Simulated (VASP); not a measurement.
Input of a VASP 6.6.1 run:

File INCAR:

```
SYSTEM = Al15CrN16
  PREC = Accurate
  ENCUT = 450
  EDIFF = 1E-5
  ISMEAR = 0
  SIGMA = 0.03
  LREAL = Auto
  LASPH = .TRUE.
  NELM = 120
  ALGO = Normal
  ISIF = 2
  LWAVE = .FALSE.
  LCHARG = .FALSE.
  ISPIN = 2
  MAGMOM = 0 0 0 0 0 0 0 0 0 0 0 0 0 0 0 0 0 0 0 0 0 0 0 0 0 0 0 0 0 0 0 0
  LORBIT = 11
  NUPDOWN = 0
  LMAXMIX = 4
  LDAU = .TRUE.
  LDAUTYPE = 2
  LDAUL = 2 -1 -1
  LDAUU = 3 0 0
  LDAUJ = 0 0 0
  LDAUPRINT = 1
  GGA = PS
  NELECT = 138.0
  ISYM = 0
  KPAR = 4
```

File KPOINTS:

```
Automatic mesh
0
G
  4 4 2
  0 0 0
```

File POSCAR:

```
Al15CrN16                               
1.0
    6.2200008610      0.0000000000      0.0000000000
   -3.1100004305      5.3866787572      0.0000000000
    0.0000000000      0.0000000000      9.9600000000
  Cr              Al              N             
     1    15    16
Direct
     0.3321905102011829    0.1637105495023466    0.0045417066304195
     0.3334763087843919    0.1661712947327917    0.4957877750345173
     0.3309120174643073    0.6639964349081412    0.9992793127608838
     0.3343369147548316    0.6673111089802554    0.5005538640665748
     0.8356097697389083    0.1713413972006480    0.9979603044496955
     0.8335530413315875    0.1665293564262927    0.5006692092258509
     0.8323095378922829    0.6627107826826266    0.9994407517348270
     0.8334510302618960    0.6672008498394192    0.5005795594531783
     0.1675134680574501    0.3334689481234862    0.2513957107011418
     0.1679599627023180    0.3343699010008359    0.7498332733714207
     0.1664242730298323    0.8319747145509598    0.2512590559229949
     0.1663699421969587    0.8325920744706820    0.7507710027581569
     0.6668998507081780    0.3337630524957806    0.2512910995604079
     0.6668243918776746    0.3340062505325274    0.7497396122326638
     0.6672391459046575    0.8340325931497140    0.2481978517293478
     0.6674524289893385    0.8344328571273121    0.7514767012306524
     0.3333659583332735    0.1652795754222669    0.2124120118961614
     0.3333863313397462    0.1661726386694269    0.6877423849647070
     0.3332505688879848    0.6660686370875347    0.1917307659005404
     0.3366355196360801    0.6688043891958740    0.6893348156023105
     0.8344209011815368    0.1681364680695205    0.1907596607625888
     0.8332179948483286    0.1655702236619873    0.6895474088313043
     0.8336583867361608    0.6664292203927028    0.1918006231471384
     0.8323967536039857    0.6684985655842026    0.6893605307963042
     0.1652203333577236    0.3352485089337684    0.4429079534491381
     0.1610314335548350    0.3416613540705012    0.9356691164459463
     0.1647961510552780    0.8290903199131336    0.4427689854729330
     0.1565945606107179    0.8136089538130949    0.9373465132282109
     0.6707969542277058    0.3353069814128259    0.4428777827932553
     0.6811125872322361    0.3416413489897642    0.9357838378189789
     0.6672102868853552    0.8338845462201017    0.4393024176844686
     0.6674916846132557    0.8343731028395003    0.9419984003432971
```

Potentials or basis: VASP PAW PBE potentials, release 64 (Cr_pv, Al, N).

Run with:

```console
$ cat potpaw_PBE.64/Cr_pv/POTCAR potpaw_PBE.64/Al/POTCAR potpaw_PBE.64/N/POTCAR > POTCAR
$ mpirun -np 4 vasp_std > vasp.out
```

(1) What does it give for the largest force?

Results:

(1) 0.334 eV/Å.

Caveat: the PAW data sets were made with another functional, which shifts forces and pressure a little; the total moment is fixed, so each spin has its own Fermi level.
